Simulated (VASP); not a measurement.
Level of theory: PBE GGA with D4 dispersion, VASP's PBE PAW potentials (set 64) (plane waves; VASP).

VASP input:

**INCAR**
```
ALGO = Normal
EDIFF = 1E-6
EDIFFG = -0.01
ENCUT = 520
GGA = PE
IBRION = 2
ISIF = 3
ISMEAR = 1
IVDW = 13
LASPH = .TRUE.
LCHARG = .FALSE.
LREAL = .FALSE.
LWAVE = .FALSE.
NELM = 100
NSW = 60
PREC = Accurate
SIGMA = 0.1
SYSTEM = Be
```

POSCAR:
```
Be
1
    1.1450000000    -1.9831980000     0.0000000000
    1.1450000000     1.9831980000     0.0000000000
    0.0000000000     0.0000000000     3.5800000000
Be
2
Direct
  0.3333330000   0.6666670000   0.2500000000
  0.6666670000   0.3333330000   0.7500000000
```

### KPOINTS
```
Automatic mesh
0
Gamma
16 16 9
0 0 0
```

POTCAR, in this order: Be (PBE.64 set). Program: vasp_std.

Energy and stress use the plane-wave basis of the starting cell.

### Question
Estimate the energy per atom (σ→0), dispersion energy, volume per atom, band gap (on the k-mesh).

### Answer

- energy per atom (σ→0) = -3.884 eV/atom
- dispersion energy = -0.231 eV
- band gap (on the k-mesh) = none (metal, semimetal or under 0.01 eV)
- volume per atom = 7.77 Å³/atom

OSZICAR:
```
...
       N       E                     dE             d eps       ncg     rms          rms(c)
DAV:   1    -0.753619268094E+01    0.20228E-03   -0.20909E-05  2064   0.583E-02    0.187E-03
DAV:   2    -0.753619288930E+01   -0.20836E-06   -0.31885E-08  1470   0.228E-03
   4 F= -.77670320E+01 E0= -.77669695E+01  d E =-.118554E-01
       N       E                     dE             d eps       ncg     rms          rms(c)
DAV:   1    -0.753625392035E+01   -0.61239E-04   -0.55674E-04  2268   0.159E-01    0.853E-03
DAV:   2    -0.753625337459E+01    0.54576E-06   -0.24813E-06  2154   0.148E-02
   5 F= -.77670828E+01 E0= -.77670115E+01  d E =-.508919E-04
```

The compound is Be in the hcp structure. This run relaxes it. Symmetry was kept, so distortions that lower it aren't found.
